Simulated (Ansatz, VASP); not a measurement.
# ScTaO2 in VASP and in Ansatz

```
CELL_PARAMETERS angstrom
4.30724 0.00000 0.00000
-2.15362 3.73018 0.00000
0.00000 0.00000 7.12351
ATOMIC_POSITIONS crystal
Sc 0.33333 0.66667 0.50000
Sc 0.66667 0.33333 0.50000
Ta 0.00000 0.00000 0.00000
Ta 0.00000 0.00000 0.50000
O 0.33333 0.66667 0.77309
O 0.66667 0.33333 0.77309
O 0.66667 0.33333 0.22691
O 0.33333 0.66667 0.22691
```

Alike in both runs: task single point; functional PBE; k mesh 6 × 6 × 4; occupations gaussian, width 0.1 eV; no spin polarisation.

|  | VASP | Ansatz |
| --- | --- | --- |
| version | VASP 6.6.1 | Ansatz 0.2.0 |
| potentials or method | VASP PAW PBE potentials, release 64 (Sc_sv, Ta_pv, O) | scalar-relativistic, plane waves, PAW |
| plane-wave cutoff (eV) | 520 | 420 |
| valence electrons in the cell | 68 | 72 |

```csv
,VASP,Ansatz,Ansatz less VASP
gap on the k mesh at the Fermi level (eV),none,none,-
pressure (GPa),12.0,11.3,-0.75
largest component of the traceless stress (GPa),37.23,37.78,+0.546
rms of the force components (eV/Å),0.869,0.820,-0.0487
```

Atom by atom the forces differ by 0.049 eV/Å (rms over components). A gap of «none» marks a metal or a gap that the smearing closes. With one functional, cell and mesh, what is left measures potentials, basis and numerics. The two sets of potentials don't hold the same shells in valence.

Caveats: forces of over 1 eV/Å show positions far from the minimum, so gaps and moduli don't describe the material at rest. The runs have no spin-orbit coupling, so splittings on Ta are missing.
